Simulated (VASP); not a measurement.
All values below come from optB86b-vdW, VASP's PBE PAW potentials (set 64) (plane waves; VASP).

VASP input:

### KPOINTS
```
Regular mesh
0
G
  7 7 4
```

**POSCAR**
```
CdS
1
    2.0847336075    -3.6108643532     0.0000000000
    2.0847336075     3.6108643532     0.0000000000
    0.0000000000     0.0000000000     6.7751631517
Cd S
2 2
Direct
  0.6666670000   0.3333330000   0.5000129281
  0.3333330000   0.6666670000   0.0000129281
  0.6666670000   0.3333330000   0.8769870719
  0.3333330000   0.6666670000   0.3769870719
```

### INCAR
```
SYSTEM = CdS
PREC = Accurate; ENCUT = 520; LREAL = .False.
LASPH = .True.
EDIFF = 1E-7; NELM = 100; ALGO = Normal
LMAXMIX = 4
ISMEAR = -5
GGA = MK; LUSE_VDW = .True.; AGGAC = 0.0
PARAM1 = 0.1234; PARAM2 = 1.0
ISIF = 2
LWAVE = .False.; LCHARG = .True.; LORBIT = 11
NEDOS = 601
LEFG = .True.
```

POTCAR, in this order: Cd S (PBE.64 set). Program: vasp_std.

Q: Estimate the energy per atom (σ→0).

A: 
The energy per atom (σ→0) is -0.745 eV/atom.

File OSZICAR:
```
...
DAV:  10    -0.297955302372E+01   -0.14447E-03   -0.13118E-03  1158   0.369E-01    0.989E-02
DAV:  11    -0.297964128615E+01   -0.88262E-04   -0.26037E-04  1284   0.127E-01    0.971E-02
DAV:  12    -0.297964117128E+01    0.11487E-06   -0.16762E-04  1182   0.906E-02    0.101E-02
DAV:  13    -0.297964171074E+01   -0.53946E-06   -0.13215E-05  1254   0.277E-02    0.665E-03
DAV:  14    -0.297964220354E+01   -0.49279E-06   -0.66915E-07  1218   0.693E-03    0.607E-03
DAV:  15    -0.297964178017E+01    0.42337E-06   -0.84334E-07  1168   0.590E-03    0.202E-03
DAV:  16    -0.297964174939E+01    0.30785E-07   -0.15853E-07   798   0.261E-03
   1 F= -.29796417E+01 E0= -.29796417E+01  d E =0.000000E+00
```

The compound is CdS in the wurtzite structure. It was relaxed first.
